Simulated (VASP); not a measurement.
```yaml
crystal:
  lattice:
    - [4.53230, 0.00000, 0.00000]
    - [0.00000, 4.53230, 0.00000]
    - [0.00000, 0.00000, 12.83715]
  atoms:
    - { symbol: Ge, position: [0.00000, 0.00000, 0.00000] }
    - { symbol: Te, position: [0.00000, 0.00000, 0.23766] }
    - { symbol: Te, position: [0.00000, 0.00000, 0.76234] }
    - { symbol: Te, position: [0.50000, 0.50000, 0.00000] }
    - { symbol: Te, position: [0.50000, 0.50000, 0.50000] }
    - { symbol: Pb, position: [0.50000, 0.50000, 0.75347] }
    - { symbol: Pb, position: [0.50000, 0.50000, 0.24653] }
    - { symbol: Pb, position: [0.00000, 0.00000, 0.50000] }
```

Computed with r2SCAN meta-GGA, VASP's PBE PAW potentials (set 64) (plane waves; VASP). Run with 400 eV cut-off, 6×6×2 Γ-centred mesh, tetrahedra with Blöchl corrections, potentials Ge_d Te Pb_d.

The cores are frozen, which limits the accuracy of field gradients.

Problem. Give the principal components of the electric field gradient (V/Å²) and the asymmetry η at each nucleus.

Solution. 
| atom | Vxx | Vyy | Vzz | η |
|---|---|---|---|---|
| Ge1 | 10.5 | 10.5 | -21.0 | 0.00 |
| Te2 | -26.2 | -26.2 | 52.4 | 0.00 |
| Te3 | -26.2 | -26.2 | 52.4 | 0.00 |
| Te4 | 45.1 | 45.1 | -90.2 | 0.00 |
| Te5 | 4.5 | 4.5 | -9.0 | 0.00 |
| Pb6 | 0.6 | 0.6 | -1.2 | 0.00 |
| Pb7 | 0.6 | 0.6 | -1.2 | 0.00 |
| Pb8 | -46.5 | -46.5 | 92.9 | 0.00 |

The structure comes from a computed database's GeTe4Pb3 entry (P4/mmm); how it stands against other phases isn't given here. It was relaxed first.
